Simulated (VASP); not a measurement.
Input of a VASP 6.6.1 run:

File POSCAR:

```
BaMg2Tl2
1.0
    2.7601046789      4.7815333576     -0.0001428383
   -0.9654247788      3.7453734883     -0.5068067060
    0.8569499814     -0.4950397193      9.7741910501
Tl Mg Ba
2 2 1
Direct
    0.3719441025      0.2576465724      0.2581334936
    0.6293916927      0.7427335535      0.7428670679
    0.2070615759      0.5873997305      0.5874273976
    0.7942738489      0.4129805149      0.4135733148
    0.0006679181      0.0001903925      0.0005004582
```

The input INCAR.step1:

```
SYSTEM = BaMg2Tl2
  PREC = Accurate
  ENCUT = 520
  ISMEAR = -1
  SIGMA = 0.0816
  LREAL = .FALSE.
  LASPH = .TRUE.
  NELM = 60
  NBANDS = 28
  ISYM = 0
  GGA = PE
  ALGO = Normal
  EDIFF = 1E-4
  LWAVE = .TRUE.
  LCHARG = .FALSE.
```

Contents of INCAR.step2:

```
SYSTEM = BaMg2Tl2
  PREC = Accurate
  ENCUT = 520
  EDIFF = 1E-6
  ISMEAR = -1
  SIGMA = 0.0816
  LREAL = .FALSE.
  LASPH = .TRUE.
  NELM = 60
  ALGO = Normal
  ISIF = 2
  LWAVE = .FALSE.
  LCHARG = .FALSE.
  METAGGA = R2SCAN
  LMIXTAU = .TRUE.
  NBANDS = 28
  ISYM = 0
  ISTART = 1
```

The input KPOINTS:

```
Automatic mesh
0
G
  4 4 3
  0 0 0
```

Potentials or basis: VASP PAW PBE potentials, release 64 (Tl_d, Mg, Ba_sv).

The run is started by

```sh
$ cat potpaw_PBE.64/Tl_d/POTCAR potpaw_PBE.64/Mg/POTCAR potpaw_PBE.64/Ba_sv/POTCAR > POTCAR
$ cp INCAR.step1 INCAR
$ mpirun -np 1 vasp_std > vasp.out
$ cp INCAR.step2 INCAR
$ mpirun -np 1 vasp_std > vasp.out
```

(1) Estimate the band gap on the k mesh.

(2) Predict the pressure.

(3) Estimate the largest force.

Answers

(1) none (metal or under the smearing width).

(2) 0.0 GPa.

(3) 0.046 eV/Å.

Caveat: the k mesh is coarse (spacing up to 0.59 Å⁻¹), so the values aren't converged; the PAW data sets were made with another functional, which shifts forces and pressure a little.
